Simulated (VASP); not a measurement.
Crystal: BeZn2Te3.

```
Be Zn Te
1.0
     3.76855   -4.45280    0.00000
     3.76855    4.45280    0.00000
     0.00000    0.00000    4.54902
Be Zn Te
1 2 3
Direct
  0.50000 0.50000 0.00000
  0.50000 0.50000 0.50000
  0.00000 0.00000 0.00000
  0.71798 0.28202 0.50000
  0.28202 0.71798 0.50000
  0.00000 0.00000 0.50000
```

The cell was built by a generator and needn't be a form met in nature.

- Program: VASP 6.6.1
- Task: relaxation of cell and atoms
- Functional: PBE
- Potentials or basis: VASP PAW PBE potentials, release 64 (Be, Zn, Te)
- Cutoff: 520 eV
- k mesh: 3 × 3 × 3
- Occupations: gaussian, width 0.15 eV
- Spin: no spin polarisation

At the start: pressure 36.3 GPa; volume 25.45 Å³/atom.

Question: Where does the relaxation end?

Answer: Over 22 steps the energy falls by 1628.2 meV/atom and the volume is 29.70 Å³/atom (+16.7 %); space group Cmmm (No. 65, to 0.05 Å).

The path:
| step | energy change (eV) | largest force (eV/Å) | pressure (GPa) | volume (Å³) |
| --- | --- | --- | --- | --- |
| 1 | 0.0000 | 9.6478 | 36.29 | 152.67 |
| 2 | -6.5900 | 0.5044 | -4.88 | 296.54 |
| 3 | 82.7199 | 0.8966 | 2.31 | 212.81 |
| 4 | -7.8439 | 1.0381 | -0.44 | 221.20 |
| 5 | -8.3889 | 0.9303 | -0.50 | 217.55 |
| 6 | -8.4053 | 1.0231 | 0.05 | 215.10 |
| 7 | -8.6557 | 0.7557 | -1.45 | 217.51 |
| 8 | -8.7567 | 0.5360 | -2.44 | 219.44 |
| 9 | -9.0282 | 0.4653 | -2.29 | 207.11 |
| 10 | -9.5261 | 0.4907 | 1.81 | 171.63 |
| 11 | -9.5922 | 0.3429 | 2.94 | 167.15 |
| 12 | -9.6004 | 0.3768 | 2.19 | 168.20 |
| 13 | -9.6849 | 0.3680 | 1.64 | 172.43 |
| 14 | -9.7222 | 0.3305 | -0.69 | 182.64 |
| 15 | -9.7311 | 0.3392 | -0.04 | 180.13 |
| 16 | -9.7307 | 0.3394 | -0.50 | 180.37 |
| 17 | -9.7396 | 0.3102 | -0.17 | 178.94 |
| 18 | -9.7475 | 0.2359 | 0.92 | 175.88 |
| 19 | -9.7468 | 0.2626 | 0.38 | 176.80 |
| 20 | -9.7472 | 0.2535 | 0.56 | 176.48 |
| 21 | -9.7549 | 0.2082 | 0.46 | 176.91 |
| 22 | -9.7690 | 0.0683 | 0.05 | 178.18 |

Final structure:
```
CELL_PARAMETERS angstrom
2.91692 -6.03721 0.00000
2.91692 6.03721 0.00000
0.00000 0.00000 5.05903
ATOMIC_POSITIONS crystal
Be 0.50000 0.50000 0.00000
Zn 0.50000 0.50000 0.50000
Zn 0.00000 0.00000 0.00000
Te 0.72220 0.27780 0.50000
Te 0.27780 0.72220 0.50000
Te 0.00000 0.00000 0.50000
```

Caveat: the k mesh is coarse (spacing up to 0.46 Å⁻¹), so the values aren't converged; the volume moved by over 15 % at a fixed basis, so the end points are rough; the relaxation stopped at a loose force limit of 0.08 eV/Å, so its end isn't a converged minimum.
